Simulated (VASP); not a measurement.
Input for VASP

### POSCAR
```
Tc3Ni
1
    5.4167760000     0.0000000000     0.0000000000
   -2.7083880000     4.6910650000     0.0000000000
    0.0000000000     0.0000000000     4.3720020000
Ni Tc
2 6
Direct
  0.6666670000   0.3333330000   0.2500000000
  0.3333330000   0.6666670000   0.7500000000
  0.8340800000   0.6681600000   0.7500000000
  0.1659200000   0.3318400000   0.2500000000
  0.1659200000   0.8340800000   0.2500000000
  0.8340800000   0.1659200000   0.7500000000
  0.3318400000   0.1659200000   0.7500000000
  0.6681600000   0.8340800000   0.2500000000
```

INCAR:
```
ALGO  =  Normal
EDIFF  =  1E-6
ENCUT  =  300
ISIF  =  2
ISMEAR  =  0
LASPH  =  T
LCHARG  =  F
LMAXMIX  =  4
LREAL  =  F
LWAVE  =  F
NELM  =  100
PREC  =  Accurate
SIGMA  =  0.2
SYSTEM  =  Tc3Ni
```

**KPOINTS**
```
kpoints
0
Gamma
  5 5 5
```

POTCAR, in this order: Ni Tc_pv (LDA.64 set). Program: vasp_std.

Problem. Translate this LDA calculation to Ansatz.

Solution. One equivalent input (not run):
Ansatz 0.2 input:
```yaml
crystal:
  lattice:
    - [5.4167760, 0.0000000, 0.0000000]
    - [-2.7083880, 4.6910650, 0.0000000]
    - [0.0000000, 0.0000000, 4.3720020]
  atoms:
    - { symbol: Ni, position: [0.6666670, 0.3333330, 0.2500000] }
    - { symbol: Ni, position: [0.3333330, 0.6666670, 0.7500000] }
    - { symbol: Tc, position: [0.8340800, 0.6681600, 0.7500000] }
    - { symbol: Tc, position: [0.1659200, 0.3318400, 0.2500000] }
    - { symbol: Tc, position: [0.1659200, 0.8340800, 0.2500000] }
    - { symbol: Tc, position: [0.8340800, 0.1659200, 0.7500000] }
    - { symbol: Tc, position: [0.3318400, 0.1659200, 0.7500000] }
    - { symbol: Tc, position: [0.6681600, 0.8340800, 0.2500000] }
kpoints:
  mp_grid: { grid: [5, 5, 5] }
hamiltonian:
  xc: lda
  pseudopotentials: { kind: paw }
scf:
  occupations: { method: gaussian, width: 0.2 }
  max_iter: 100
output: { forces: true, stress: true, eigenvalues: true }
```
Limits of the translation: each code has its own PAW files, so the cut-off isn't converted (ENCUT is set for VASP's; basis.ecutwfc is left out, and Ansatz then takes the one that its files recommend); Ansatz stops its SCF on the density residual and VASP on the energy change (EDIFF); Ansatz's lda is the Perdew-Wang form, while the LDA potentials of VASP carry Perdew-Zunger's.

The structure comes from a computed database's Tc3Ni entry (P6_3/mmc); how it stands against other phases isn't given here. The cell was not relaxed at this level.
